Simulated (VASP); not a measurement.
# GaAs: quasiparticle gap under strain, part 2 of 4

How does the quasiparticle gap of GaAs follow strain, and does the starting functional get the slope right? The cell is of the zinc-blende type, one of the forms listed for this formula, which need not be the common one. The start is a cell from a database of measured crystal structures.

VASP 6.6.1, plane waves and PAW; the level of theory is named at each step.

So far, gap on the k-mesh (eV): step 3 (empty bands) 0.987.

### Step 4. G0W0

This step: G0W0 on r2SCAN; plane waves and PAW (As_GW, Ga_d_GW) (VASP 6.6.1).

G0W0 keeps orbitals and screening fixed and shifts each of the lowest NBANDSGW levels once.

INCAR

```
SYSTEM = GaAs
PREC = Accurate
ENCUT = 430
ISMEAR = 0
SIGMA = 0.01
LREAL = .FALSE.
METAGGA = R2SCAN
LASPH = .TRUE.
NBANDS = 192
ALGO = EVGW0
NELMGW = 1
ENCUTGW = 150
NOMEGA = 48
PRECFOCK = Fast
NBANDSGW = 24
LWAVE = .FALSE.
LCHARG = .FALSE.
```

POSCAR

```
GaAs
1.0
    0.0000000000      2.8268500000      2.8268500000
    2.8268500000      0.0000000000      2.8268500000
    2.8268500000      2.8268500000      0.0000000000
As Ga
1 1
Direct
    0.7500000000      0.7500000000      0.7500000000
    0.0000000000      0.0000000000      0.0000000000
```

KPOINTS

```
Automatic mesh
0
Gamma
6 6 6
0 0 0
```

The projector-augmented-wave data sets are As_GW and Ga_d_GW (PBE family, release 64).

Started as:

```bash
$ mpirun -np 8 vasp_std
```

What it wrote:

```text
[banner, memory and clock lines left out]
running    8 mpi-ranks, on    1 nodes
 distrk:  each k-point on    8 cores,    1 groups
 distr:  one band on    1 cores,    8 groups

 POSCAR found type information on POSCAR AsGa
 POSCAR found :  2 types and       2 ions
 [... a notice as in an earlier step ...]

 [... a notice as in an earlier step ...]

|                                                                             |
|           W    W    AA    RRRRR   N    N  II  N    N   GGGG   !!!           |
|           W    W   A  A   R    R  NN   N  II  NN   N  G    G  !!!           |
|           W    W  A    A  R    R  N N  N  II  N N  N  G       !!!           |
|           W WW W  AAAAAA  RRRRR   N  N N  II  N  N N  G  GGG   !            |
|           WW  WW  A    A  R   R   N   NN  II  N   NN  G    G                |
|           W    W  A    A  R    R  N    N  II  N    N   GGGG   !!!           |
|                                                                             |
|     The default for ENCUTGWSOFT is different in this version of VASP.       |
|     please manually set ENCUTGWSOFT =150 in the INCAR file.                 |
|                                                                             |

 LDA part: xc-table for (None), standard interpolation
 found WAVECAR, reading the header
 POSCAR, INCAR and KPOINTS ok, starting setup
 FFT: planning ... GRIDC
 FFT: planning ... GRID_SOFT
 FFT: planning ... GRID
 reading WAVECAR
 the WAVECAR file was read successfully
 initial charge from wavefunction
 available memory per node:     94.16 GB, setting MAXMEM to     96422

 The Fermi energy was updated, please check that it is located mid-gap
 values below the HOMO (VB) or above the LUMO (CB) will cause erroneous energies
 E-fermi :   4.0979

 calculate exact exchange contribution
 the WAVEDER file was read successfully
energies w=
    0.000    0.000    0.445    0.000    0.888    0.000    1.328    0.000
    1.762    0.000    2.190    0.000    2.611    0.000    3.025    0.000
    3.430    0.000    3.828    0.000    4.219    0.000    4.604    0.000
    4.983    0.000    5.358    0.000    5.729    0.000    6.099    0.000
    6.468    0.000    6.838    0.000    7.211    0.000    7.589    0.000
    7.973    0.000    8.366    0.000    8.770    0.000    9.187    0.000
    9.622    0.000   10.077    0.000   10.556    0.000   11.064    0.000
   11.607    0.000   12.193    0.000   12.828    0.000   13.523    0.000
   14.292    0.000   15.150    0.000   16.118    0.000   17.224    0.000
   18.504    0.000   20.007    0.000   21.804    0.000   23.994    0.000
   26.727    0.000   30.237    0.000   34.910    0.000   41.431    0.000
   51.150    0.000   67.140    0.000   98.219    0.000  184.251    0.000
 responsefunction array rank=     200
 LDA part: xc-table for (None), standard interpolation

 min. memory requirement per mpi rank    287.1 MB, per node   2296.8 MB

 allocating   6 responsefunctions rank=   200
 shmem allocating  48 responsefunctions rank=   200
 response function shared by NCSHMEM nodes    1
 Doing            6  frequencies on each core in blocks of           48
NQ=   1    0.0000    0.0000    0.0000,
|.........|.........|.........|.........|.........|.........|.........|.........
 performed        858000 updates of chi_q(r,r)
 total number of BLAS operations        196.26 Gflops
NQ=   2    0.1667    0.0000    0.0000,
|.........|.........|.........|.........|.........|.........|.........|.........
 performed       2343000 updates of chi_q(r,r)
 total number of BLAS operations        547.87 Gflops
NQ=   3    0.3333    0.0000    0.0000,
|.........|.........|.........|.........|.........|.........|.........|.........
 performed       3828000 updates of chi_q(r,r)
 total number of BLAS operations        945.90 Gflops
NQ=   4    0.5000    0.0000    0.0000,
|.........|.........|.........|.........|.........|.........|.........|.........
 performed       5092000 updates of chi_q(r,r)
 total number of BLAS operations       1273.65 Gflops
NQ=   5    0.1667    0.1667    0.0000,
|.........|.........|.........|.........|.........|.........|.........|.........
 performed       6577000 updates of chi_q(r,r)
 total number of BLAS operations       1663.02 Gflops
NQ=   6    0.3333    0.1667    0.0000,
|.........|.........|.........|.........|.........|.........|.........|.........
 performed       8855000 updates of chi_q(r,r)
 total number of BLAS operations       2320.97 Gflops
NQ=   7    0.5000    0.1667    0.0000,
|.........|.........|.........|.........|.........|.........|.........|.........
 performed      11133000 updates of chi_q(r,r)
 total number of BLAS operations       2978.92 Gflops
NQ=   8   -0.3333    0.1667    0.0000,
|.........|.........|.........|.........|.........|.........|.........|.........
 performed      13411000 updates of chi_q(r,r)
 total number of BLAS operations       3636.87 Gflops
NQ=   9   -0.1667    0.1667    0.0000,
|.........|.........|.........|.........|.........|.........|.........|.........
 performed      15394000 updates of chi_q(r,r)
 total number of BLAS operations       4174.05 Gflops
NQ=  10    0.3333    0.3333    0.0000,
|.........|.........|.........|.........|.........|.........|.........|.........
 performed      16879000 updates of chi_q(r,r)
 total number of BLAS operations       4621.36 Gflops
NQ=  11    0.5000    0.3333    0.0000,
|.........|.........|.........|.........|.........|.........|.........|.........
 performed      19157000 updates of chi_q(r,r)
 total number of BLAS operations       5293.23 Gflops
NQ=  12   -0.3333    0.3333    0.0000,
|.........|.........|.........|.........|.........|.........|.........|.........
 performed      21140000 updates of chi_q(r,r)
 total number of BLAS operations       5842.15 Gflops
NQ=  13    0.5000    0.5000    0.0000,
|.........|.........|.........|.........|.........|.........|.........|.........
 performed      22275000 updates of chi_q(r,r)
 total number of BLAS operations       6170.06 Gflops
NQ=  14    0.5000    0.3333    0.1667,
|.........|.........|.........|.........|.........|.........|.........|.........
 performed      24829000 updates of chi_q(r,r)
 total number of BLAS operations       6900.12 Gflops
NQ=  15   -0.3333    0.3333    0.1667,
|.........|.........|.........|.........|.........|.........|.........|.........
 performed      27236000 updates of chi_q(r,r)
 total number of BLAS operations       7624.91 Gflops
NQ=  16   -0.3333    0.5000    0.1667,
|.........|.........|.........|.........|.........|.........|.........|.........
 performed      29228000 updates of chi_q(r,r)
 total number of BLAS operations       8237.27 Gflops
 resolving degeneracies of screened two electron integrals

 calculate QP shifts <psi_nk| G(iteration)W_0 |psi_nk>: iteration 1
 entering main loop
```

Wall time 5.5 min (8 MPI ranks of AMD EPYC 7R43, shared host); peak memory 2.4 GiB.

Parts of OUTCAR (step 4):

```text
The static configuration has the point symmetry T_d .

 Found     16 irreducible k-points:

   k-points           NKPTS =     16   k-points in BZ     NKDIM =    216   number of bands    NBANDS=    192

   NELECT =      18.0000    total number of electrons

 E-fermi :   4.0979

 QP shifts <psi_nk| G(iteration)W_0 |psi_nk>: iteration 1
 for sc-GW calculations column KS-energies equals QP-energies in previous step
 and V_xc(KS)=  KS-energies - (<T + V_ion + V_H > + <T+V_H+V_ion>^1  + <V_x>^1)
 k-point   1 :       0.0000    0.0000    0.0000
  band No.  KS-energies  QP-energies   sigma(KS)   V_xc(KS)     V^pw_x(r,r')   Z            occupation Imag(sigma)
    ...
      6      -9.6029      -9.5723     -11.8567     -11.9041     -18.1167       0.6449       2.0000       0.8921
      7       3.6044       3.3018     -12.5634     -12.1713     -13.5080       0.7718       2.0000       0.0259
      8       3.6044       3.3018     -12.5634     -12.1713     -13.5080       0.7718       2.0000       0.0259
      9       3.6044       3.3018     -12.5634     -12.1713     -13.5080       0.7718       2.0000       0.0259
     10       4.5914       4.9278     -10.8163     -11.2468      -7.2661       0.7815       0.0000      -0.0820
     11       7.6428       7.7135      -9.8435      -9.9353      -5.6303       0.7698       0.0000      -0.0940
     12       7.6428       7.7135      -9.8435      -9.9353      -5.6303       0.7698       0.0000      -0.0940
     13       7.6428       7.7135      -9.8435      -9.9353      -5.6303       0.7698       0.0000      -0.0940
    ...

 k-point   2 :       0.1667    0.0000    0.0000
  band No.  KS-energies  QP-energies   sigma(KS)   V_xc(KS)     V^pw_x(r,r')   Z            occupation Imag(sigma)
    ...
      6      -9.2654      -9.2669     -12.1067     -12.1043     -18.2846       0.6543       2.0000       0.8667
      7       0.9074       0.6265     -12.0133     -11.6387     -13.5653       0.7499       2.0000       0.0457
      8       3.2121       2.8959     -12.3803     -11.9694     -13.3987       0.7693       2.0000       0.0281
      9       3.2121       2.8959     -12.3803     -11.9694     -13.3987       0.7693       2.0000       0.0281
     10       5.6119       5.8538     -10.4372     -10.7482      -6.7435       0.7776       0.0000      -0.0834
     11       8.2116       8.2843      -9.9739     -10.0690      -5.6159       0.7640       0.0000      -0.1019
     12       8.2116       8.2843      -9.9739     -10.0690      -5.6159       0.7640       0.0000      -0.1019
     13       8.6985       8.7475     -10.1523     -10.2167      -5.7685       0.7606       0.0000      -0.1114
    ...

 k-point   3 :       0.3333    0.0000    0.0000
  band No.  KS-energies  QP-energies   sigma(KS)   V_xc(KS)     V^pw_x(r,r')   Z            occupation Imag(sigma)
    ...
      6      -8.3980      -8.4422     -12.5768     -12.5113     -18.4989       0.6757       2.0000       0.7949
      7      -1.8895      -2.1905     -11.6460     -11.2275     -14.5272       0.7191       2.0000       0.1642
      8       2.6432       2.3073     -12.2298     -11.7904     -13.4339       0.7643       2.0000       0.0332
      9       2.6432       2.3073     -12.2298     -11.7904     -13.4339       0.7643       2.0000       0.0332
     10       5.1820       5.3717     -10.0979     -10.3405      -6.4479       0.7819       0.0000      -0.0858
     11       8.6509       8.6884      -9.7306      -9.7797      -5.2647       0.7624       0.0000      -0.1141
     12       8.6509       8.6884      -9.7306      -9.7797      -5.2647       0.7624       0.0000      -0.1141
     13      11.3866      11.3000      -9.6010      -9.4851      -4.3783       0.7482       0.0000      -0.2306
    ...

[... 7 parts as in an earlier step ...]

[... 5 further parts left out ...]
```

This step gave:

* quasiparticle gap on the mesh: 1.626 eV
* smallest direct quasiparticle gap on the mesh: 1.626 eV
* gap of the starting orbitals on the mesh: 0.9870 eV

GW takes the gap from 0.987 to 1.626 eV. Spin-orbit coupling is left out. The value holds for 192 bands, ENCUTGW = 150 eV and this mesh, and isn't shown to be converged in them.

### Step 5. Ground state of a strained cell, scale 0.94

This step: r2SCAN; plane waves and PAW (As_GW, Ga_d_GW) (VASP 6.6.1).

The volume is scaled by 0.94, at the same cutoff, mesh and band count, and the chain is run again.

INCAR

```
SYSTEM = GaAs
PREC = Accurate
ENCUT = 430
EDIFF = 1E-08
NELM = 100
ISMEAR = 0
SIGMA = 0.01
LREAL = .FALSE.
ALGO = Normal
METAGGA = R2SCAN
LASPH = .TRUE.
NBANDS = 15
LORBIT = 11
LWAVE = .TRUE.
LCHARG = .FALSE.
KPAR = 8
```

POSCAR

```
GaAs
1.0
    0.0000000000      2.7691429914      2.7691429914
    2.7691429914      0.0000000000      2.7691429914
    2.7691429914      2.7691429914      0.0000000000
As Ga
1 1
Direct
    0.7500000000      0.7500000000      0.7500000000
    0.0000000000      0.0000000000      0.0000000000
```

KPOINTS is that of step 4.

Started as:

```bash
$ mpirun -np 8 vasp_std
```

What it wrote:

```text
[banner, memory and clock lines left out]
running    8 mpi-ranks, on    1 nodes
 distrk:  each k-point on    1 cores,    8 groups
 distr:  one band on    1 cores,    1 groups

 POSCAR found type information on POSCAR AsGa
 POSCAR found :  2 types and       2 ions
 [... a notice as in an earlier step ...]

 [... a notice as in an earlier step ...]

 LDA part: xc-table for (None), standard interpolation
 POSCAR, INCAR and KPOINTS ok, starting setup
 FFT: planning ... GRIDC
 FFT: planning ... GRID_SOFT
 FFT: planning ... GRID
 WAVECAR not read
 entering main loop
       N       E                     dE             d eps       ncg     rms          rms(c)
DAV:   1     0.903980424051E+02    0.90398E+02   -0.97011E+03   536   0.136E+03
DAV:   2    -0.232480638331E+02   -0.11365E+03   -0.11018E+03   536   0.301E+02
DAV:   3    -0.292207516673E+02   -0.59727E+01   -0.59454E+01   627   0.683E+01
DAV:   4    -0.294165446444E+02   -0.19579E+00   -0.19575E+00   662   0.139E+01
DAV:   5    -0.294187326753E+02   -0.21880E-02   -0.21880E-02   656   0.112E+00    0.455E+00
DAV:   6    -0.270342207136E+02    0.23845E+01   -0.86014E-01   607   0.239E+01    0.272E+00
DAV:   7    -0.270094783722E+02    0.24742E-01   -0.26505E-01   655   0.106E+01    0.955E-01
DAV:   8    -0.270105984115E+02   -0.11200E-02   -0.16862E-02   797   0.233E+00    0.308E-01
DAV:   9    -0.270102567463E+02    0.34167E-03   -0.14030E-02   641   0.291E+00    0.845E-02
DAV:  10    -0.270098745703E+02    0.38218E-03   -0.21614E-03   634   0.124E+00    0.181E-02
DAV:  11    -0.270099011903E+02   -0.26620E-04   -0.11957E-04   731   0.209E-01    0.125E-02
DAV:  12    -0.270098879537E+02    0.13237E-04   -0.68749E-05   662   0.221E-01    0.359E-03
DAV:  13    -0.270098882824E+02   -0.32873E-06   -0.49633E-06   648   0.625E-02    0.466E-04
DAV:  14    -0.270098882798E+02    0.26566E-08   -0.96094E-08   645   0.352E-03
   1 F= -.27009888E+02 E0= -.27009888E+02  d E =-.104404E-27
 writing wavefunctions
```

Elapsed: 16 s, on 8 MPI ranks; peak memory 1.1 GiB; 2 min of CPU time.

OUTCAR, selected parts (step 5):

```text
   ENCUT  =  430.0 eV  31.60 Ry    5.62 a.u.   6.62  6.62  6.62*2*pi/ulx,y,z

   NELECT =      18.0000    total number of electrons

 E-fermi :   4.2789

 k-point     1 :       0.0000    0.0000    0.0000
  band No.  band energies     occupation
    ...
      5     -11.0330      2.00000
      6      -9.4822      2.00000
      7       4.2047      2.00000
      8       4.2047      2.00000
      9       4.2047      2.00000
     10       5.6977      0.00000
     11       8.2516      0.00000
     12       8.2518      0.00000
     13       8.2518      0.00000
     14      12.6752      0.00000
    ...

  Total        1.5033262      1.5033262      1.5033262     -0.0000000     -0.0000000     -0.0000000
  in kB       56.7149656     56.7149656     56.7149656     -0.0000000     -0.0000000     -0.0000000
  external PRESSURE =      56.7149656 kB  Pullay stress =       0.0000000 kB

 POSITION                                       TOTAL-FORCE (eV/Angst)
 -----------------------------------------------------------------------------------
      4.15371      4.15371      4.15371         0.000000      0.000000      0.000000
      0.00000      0.00000      0.00000        -0.000000     -0.000000     -0.000000
 -----------------------------------------------------------------------------------
    total drift:                               -0.000280     -0.000280     -0.000277

  FREE ENERGIE OF THE ION-ELECTRON SYSTEM (eV)
  ---------------------------------------------------
  free  energy   TOTEN  =       -27.0098882798 eV

  energy  without entropy=      -27.0098882798  energy(sigma->0) =      -27.00988828

[... 4 parts as in an earlier step ...]

[... 12 further parts left out ...]
```

This step gave:

| Property | Result |
| --- | --- |
| free energy (TOTEN) | -27.01 eV |
| Fermi energy | 4.279 eV |
| pressure | 5.671 GPa |
| gap on the k-mesh | 1.493 eV |
| least direct gap on the k-mesh | 1.493 eV |

The run ends at a pressure of 5.67 GPa.

### Step 6. Empty bands, scale 0.94

The empty bands are made again, for the run that follows.

INCAR

```
SYSTEM = GaAs
PREC = Accurate
ENCUT = 430
ISMEAR = 0
SIGMA = 0.01
LREAL = .FALSE.
METAGGA = R2SCAN
LASPH = .TRUE.
NBANDS = 192
ALGO = Exact
NELM = 1
LWAVE = .TRUE.
LCHARG = .FALSE.
LOPTICS = .TRUE.
NEDOS = 1000
CSHIFT = 0.1
```

POSCAR is that of step 5.

KPOINTS is that of step 5.

Started as:

```bash
$ mpirun -np 8 vasp_std
```

What it wrote:

```text
[... set-up lines as in an earlier step ...]
 entering main loop
       N       E                     dE             d eps       ncg     rms          rms(c)
DIA:   1    -0.270098881145E+02   -0.27010E+02    0.00000E+00     0   0.000E+00
   1 F= -.27009888E+02 E0= -.27009888E+02  d E =-.511886-113
 writing wavefunctions
 optical routines
 imaginary and real dielectric function
 direction            1
 direction            2
 direction            3
```

Elapsed: 22 s, on 8 MPI ranks; peak memory 1 GiB.

Parts of OUTCAR (step 6):

```text
  Total        1.5289718      1.5289718      1.5289718      0.0000000      0.0000000      0.0000000
  in kB       57.6824800     57.6824800     57.6824800      0.0000000      0.0000000      0.0000000
  external PRESSURE =      57.6824800 kB  Pullay stress =       0.0000000 kB

  FREE ENERGIE OF THE ION-ELECTRON SYSTEM (eV)
  ---------------------------------------------------
  free  energy   TOTEN  =       -27.0098881145 eV

  energy  without entropy=      -27.0098881145  energy(sigma->0) =      -27.00988811

[... 3 parts as in an earlier step ...]

[... 1 further part left out ...]
[key lines of the parts left out:]
E-fermi :   4.3633
```

(Continued in part 3 of 4.)

[Lines on the potential files, build, host, timing and source positions are cut from VASP's logs without a mark.]

[Logs are printed without paths, hosts, clocks, repeated set-up lines and the standing remarks that a program may print on its own settings, such as how far it seeks lower states.]

[Hosts, paths, dates, database ids (printed as entryN), source tags and the programs' standing remarks are cut or masked in the printed files.]

[Pressures printed for these runs are not shown converged in the cutoff: they can be off by several GPa and have the wrong sign.]

[In band tables of VASP the shares of atoms and orbitals are scaled to a sum of 1 inside the atoms' spheres.]
